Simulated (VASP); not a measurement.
Input for VASP

**INCAR**
```
! general
SYSTEM  = MgS
PREC    = Accurate
ENCUT   = 500
LREAL   = .FALSE.
LASPH   = .TRUE.

! electronic loop
EDIFF   = 1E-6
NELM    = 100
ALGO    = Normal

! smearing
ISMEAR  = 0
SIGMA   = 0.05

! ions
IBRION  = 2
NSW     = 40
ISIF    = 3
EDIFFG  = -0.02
PSTRESS = 100

! output
LWAVE   = .FALSE.
LCHARG  = .FALSE.
```

**POSCAR**
```
MgS
1
    0.0000000000     2.5140847254     2.5140847254
    2.5140847254     0.0000000000     2.5140847254
    2.5140847254     2.5140847254     0.0000000000
Mg S
1 1
Direct
  0.0000000000   0.0000000000   0.0000000000
  0.5000000000   0.5000000000   0.5000000000
```

**KPOINTS**
```
Automatic
0
G
 9 9 9
```

POTCAR, in this order: Mg S (LDA.64 set). Program: vasp_std.

Q: Write an equivalent input for Ansatz.

A: One equivalent input (not run):
Ansatz 0.2 input:
```yaml
crystal:
  lattice:
    - [0.0000000, 2.5140847, 2.5140847]
    - [2.5140847, 0.0000000, 2.5140847]
    - [2.5140847, 2.5140847, 0.0000000]
  atoms:
    - { symbol: Mg, position: [0.0000000, 0.0000000, 0.0000000] }
    - { symbol: S, position: [0.5000000, 0.5000000, 0.5000000] }
kpoints:
  mp_grid: { grid: [9, 9, 9] }
hamiltonian:
  xc: lda
  pseudopotentials: { kind: paw }
scf:
  occupations: { method: gaussian, width: 0.05 }
  max_iter: 100
relax:
  max_steps: 40
  f_tol: 0.02
  cell: { p_target: 10 }
output: { forces: true, stress: true, eigenvalues: true }
```
The two are equivalent in intent, not identical: each code has its own PAW files, so the cut-off isn't converted (ENCUT is set for VASP's; basis.ecutwfc is left out, and Ansatz then takes the one that its files recommend); Ansatz stops its SCF on the density residual and VASP on the energy change (EDIFF); Ansatz's lda is the Perdew-Wang form, while the LDA potentials of VASP carry Perdew-Zunger's.

The compound is MgS in the rock salt structure. This run relaxes it under an external pressure of 10 GPa. Symmetry was kept, so distortions that lower it aren't found.
